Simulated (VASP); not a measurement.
Output of a VASP run:

OUTCAR:
```
 ion  position               nearest neighbor table
   1  0.333  0.667  0.250-   2 2.58   2 2.58   2 2.58   2 2.58   2 2.58   2 2.58
   2  0.667  0.333  0.750-   1 2.58   1 2.58   1 2.58   1 2.58   1 2.58   1 2.58
  LATTYP: Found a hexagonal cell.
 ALAT       =     2.5202263067
 C/A-ratio  =     1.6949831810
 Subroutine PRICEL returns:
 Original cell was already a primitive cell.
 Subroutine GETGRP returns: Found 24 space group operations
The static configuration has the point symmetry D_3d.
 The point group associated with its full space group is D_6h.
The dynamic configuration has the point symmetry D_3d.
 Subroutine INISYM returns: Found 24 space group operations
 Subroutine IBZKPT returns following result:
 Found    150 irreducible k-points:

 Following reciprocal coordinates:
            Coordinates               Weight
  0.000000  0.000000  0.000000      1.000000
  0.062500  0.000000  0.000000      6.000000
  0.125000  0.000000  0.000000      6.000000
  0.187500  0.000000  0.000000      6.000000
  0.250000  0.000000  0.000000      6.000000
  0.312500 -0.000000  0.000000      6.000000
  0.375000  0.000000  0.000000      6.000000
  0.437500  0.000000  0.000000      6.000000
  0.500000  0.000000  0.000000      3.000000
  0.062500  0.062500  0.000000      6.000000
  0.125000  0.062500  0.000000     12.000000
  0.187500  0.062500  0.000000     12.000000
  0.250000  0.062500  0.000000     12.000000
  0.312500  0.062500  0.000000     12.000000
  0.375000  0.062500  0.000000     12.000000
  0.437500  0.062500  0.000000     12.000000
  0.125000  0.125000  0.000000      6.000000
  0.187500  0.125000  0.000000     12.000000
  0.250000  0.125000  0.000000     12.000000
  0.312500  0.125000  0.000000     12.000000
  0.375000  0.125000  0.000000     12.000000
  0.437500  0.125000  0.000000      6.000000
  0.187500  0.187500  0.000000      6.000000
  0.250000  0.187500  0.000000     12.000000
  0.312500  0.187500  0.000000     12.000000
  0.375000  0.187500  0.000000     12.000000
  0.250000  0.250000  0.000000      6.000000
  0.312500  0.250000  0.000000     12.000000
  0.375000  0.250000  0.000000      6.000000
  0.312500  0.312500  0.000000      6.000000
  0.000000  0.000000  0.111111      2.000000
  0.062500  0.000000  0.111111     12.000000
  0.125000  0.000000  0.111111     12.000000
  0.187500  0.000000  0.111111     12.000000
  0.250000  0.000000  0.111111     12.000000
  0.312500 -0.000000  0.111111     12.000000
  0.375000  0.000000  0.111111     12.000000
  0.437500  0.000000  0.111111     12.000000
  0.500000  0.000000  0.111111      6.000000
  0.062500  0.062500  0.111111     12.000000
   k-points           NKPTS =    150   k-points in BZ     NKDIM =    150   number of bands    NBANDS=     16
   number of dos      NEDOS =    301   number of ions     NIONS =      2
   total plane-waves  NPLWV =  10368
   dimension x,y,z NGX =    18 NGY =   18 NGZ =   32
   dimension x,y,z NGXF=    36 NGYF=   36 NGZF=   64
   ions per type =               2
   PREC   = accura    normal or accurate (medium, high low for compatibility)
   ISTART =      0    job   : 0-new  1-cont  2-samecut
   ICHARG =      2    charge: 1-file 2-atom 10-const
   ISPIN  =      1    spin polarized calculation?
   LNONCOLLINEAR =      F non collinear calculations
   LSORBIT =      F    spin-orbit coupling
   INIWAV =      1    electr: 0-lowe 1-rand  2-diag
   ENCUT  =  500.0 eV  36.75 Ry    6.06 a.u.   4.59  4.59  7.79*2*pi/ulx,y,z
   NELM   =    100;   NELMIN=  2; NELMDL= -5     # of ELM steps
   EDIFF  = 0.1E-05   stopping-criterion for ELM
   LREAL  =      F    real-space projection
   NLSPLINE    = F    spline interpolate recip. space projectors
   LMAXMIX     =    4 max onsite mixed and CHGCAR
   VOSKOWN=      0    Vosko Wilk Nusair interpolation
   EDIFFG = -.2E-01   stopping-criterion for IOM
   NSW    =     40    number of steps for IOM
...
```

### OSZICAR
```
...
       N       E                     dE             d eps       ncg     rms          rms(c)
DAV:   1    -0.338871171064E+01   -0.19201E-02   -0.18191E-02  6000   0.135E+00    0.186E-01
DAV:   2    -0.338813699278E+01    0.57472E-03   -0.65506E-04  6048   0.563E-01    0.110E-01
DAV:   3    -0.338783972086E+01    0.29727E-03   -0.32809E-04  7008   0.348E-01    0.166E-02
DAV:   4    -0.338784098277E+01   -0.12619E-05   -0.32681E-05  5488   0.675E-02    0.880E-03
DAV:   5    -0.338784070573E+01    0.27704E-06   -0.11754E-06  2928   0.144E-02
   5 F= 0.82133200E+00 E0= 0.82128066E+00  d E =-.168295E-03
       N       E                     dE             d eps       ncg     rms          rms(c)
DAV:   1    -0.339850869441E+01   -0.10668E-01   -0.16371E-01  6008   0.404E+00    0.556E-01
DAV:   2    -0.339335520822E+01    0.51535E-02   -0.59357E-03  5976   0.168E+00    0.328E-01
DAV:   3    -0.339071670420E+01    0.26385E-02   -0.29461E-03  6920   0.103E+00    0.508E-02
DAV:   4    -0.339072819830E+01   -0.11494E-04   -0.29176E-04  5512   0.201E-01    0.268E-02
DAV:   5    -0.339072585628E+01    0.23420E-05   -0.11500E-05  5568   0.426E-02    0.538E-03
DAV:   6    -0.339072526130E+01    0.59498E-06   -0.10997E-06  2880   0.279E-02
   6 F= 0.82098656E+00 E0= 0.82093335E+00  d E =-.513741E-03
       N       E                     dE             d eps       ncg     rms          rms(c)
DAV:   1    -0.342750965902E+01   -0.36784E-01   -0.65979E-01  6000   0.807E+00    0.111E+00
DAV:   2    -0.340584116492E+01    0.21668E-01   -0.24241E-02  5904   0.333E+00    0.655E-01
DAV:   3    -0.339497280294E+01    0.10868E-01   -0.12659E-02  6808   0.210E+00    0.107E-01
DAV:   4    -0.339502983184E+01   -0.57029E-04   -0.12205E-03  5424   0.405E-01    0.588E-02
DAV:   5    -0.339501700561E+01    0.12826E-04   -0.42864E-05  5432   0.783E-02    0.104E-02
DAV:   6    -0.339501499227E+01    0.20133E-05   -0.43501E-06  5280   0.511E-02    0.121E-03
DAV:   7    -0.339501504993E+01   -0.57657E-07   -0.58309E-07  2560   0.106E-02
   7 F= 0.82131426E+00 E0= 0.82139812E+00  d E =-.186035E-03
       N       E                     dE             d eps       ncg     rms          rms(c)
DAV:   1    -0.345605547860E+01   -0.61040E-01   -0.27449E-01  4936   0.114E+01    0.112E+00
DAV:   2    -0.343338516984E+01    0.22670E-01   -0.74932E-02  5240   0.687E+00    0.397E-01
DAV:   3    -0.343088353658E+01    0.25016E-02   -0.12555E-03  5536   0.552E-01    0.212E-01
DAV:   4    -0.342987182117E+01    0.10117E-02   -0.30878E-04  7720   0.362E-01    0.141E-02
DAV:   5    -0.342987558507E+01   -0.37639E-05   -0.43117E-05  5064   0.742E-02    0.490E-03
DAV:   6    -0.342987573383E+01   -0.14875E-06   -0.63764E-07  3216   0.870E-03
   8 F= 0.82204133E+00 E0= 0.82208489E+00  d E =0.727067E-03
       N       E                     dE             d eps       ncg     rms          rms(c)
DAV:   1    -0.341927377590E+01    0.10602E-01   -0.18679E-01  4928   0.934E+00    0.939E-01
DAV:   2    -0.340357128184E+01    0.15702E-01   -0.53968E-02  5232   0.588E+00    0.323E-01
DAV:   3    -0.340185390889E+01    0.17174E-02   -0.10807E-03  5768   0.562E-01    0.175E-01
DAV:   4    -0.340114523164E+01    0.70868E-03   -0.20519E-04  7632   0.309E-01    0.122E-02
DAV:   5    -0.340114758481E+01   -0.23532E-05   -0.29177E-05  5128   0.627E-02    0.426E-03
DAV:   6    -0.340114771294E+01   -0.12813E-06   -0.54181E-07  3032   0.751E-03
   9 F= 0.82128618E+00 E0= 0.82136410E+00  d E =-.280799E-04
```

### OUTCAR
```
------------------------ aborting loop because EDIFF is reached ----------------------------------------
  FORCE on cell =-STRESS in cart. coord.  units (eV):
  Direction    XX          YY          ZZ          XY          YZ          ZX
  --------------------------------------------------------------------------------------
  Total        4.2234319      4.2234430      4.2268867     -0.0000000      0.0000000      0.0000000
  in kB      300.0709057    300.0716975    300.3163677     -0.0000000      0.0000000      0.0000000
  external PRESSURE =       0.1529903 kB  Pullay stress =     300.0000000 kB
  volume of cell :       22.55
      direct lattice vectors                 reciprocal lattice vectors
     1.231245369 -2.132582349 -0.000000000     0.406092898 -0.234457535  0.000000000
     1.231245369  2.132582349  0.000000000     0.406092898  0.234457535  0.000000000
    -0.000000000  0.000000000  4.294096212    -0.000000000 -0.000000000  0.232877875
 POSITION                                       TOTAL-FORCE (eV/Angst)
 -----------------------------------------------------------------------------------
      1.23125      0.71086      1.07352        -0.000000      0.000000      0.000000
      1.23125     -0.71086      3.22057         0.000000     -0.000000      0.000000
 -----------------------------------------------------------------------------------
    total drift:                               -0.000011      0.000042      0.000005
  FREE ENERGIE OF THE ION-ELECTRON SYSTEM (eV)
  ---------------------------------------------------
  free  energy   TOTEN  =        -3.4011477129 eV

  energy  without entropy=       -3.4009139583  energy(sigma->0) =       -3.40106979
  enthalpy is  TOTEN    =         0.8212861833 eV   P V=        4.2224338963

 reached required accuracy - stopping structural energy minimisation
```
(Selected blocks of OUTCAR.)

### POSCAR
```
Zn
1
    1.2601127744    -2.1825802237    -0.0000000000
    1.2601127744     2.1825802237     0.0000000000
   -0.0000000000    -0.0000000000     4.2717412022
Zn
2
Direct
  0.3333330000   0.6666670000   0.2500000000
  0.6666670000   0.3333330000   0.7500000000
```

### Question
Reconstruct the remaining input files.

### Answer
Several could match; the one computed here: the input of the run itself, LDA (Ceperley-Alder, Perdew-Zunger), plane waves, VASP's LDA PAW potentials (set 64).

KPOINTS:
```
Automatic mesh
0
gamma
16 16 9
```

INCAR:
```
SYSTEM = Zn
NELM = 100
ENCUT = 500
NSW = 40   ! most ionic steps
EDIFF = 1E-6
IBRION = 2   ! conjugate gradients
LWAVE = .False.
PSTRESS = 300
EDIFFG = -0.02
PREC = Accurate
LMAXMIX = 4   ! l cut-off of mixed one-centre charges
ISIF = 3
ISMEAR = 1
LREAL = .False.
SIGMA = 0.1
LCHARG = .False.
ALGO = Normal
LASPH = .True.
```

POTCAR, in this order: Zn (LDA.64 set). Program: vasp_std.

Energy and stress use the plane-wave basis of the starting cell.

The compound is Zn in the hcp structure. This run relaxes it under an external pressure of 30 GPa. Symmetry was kept, so distortions that lower it aren't found.
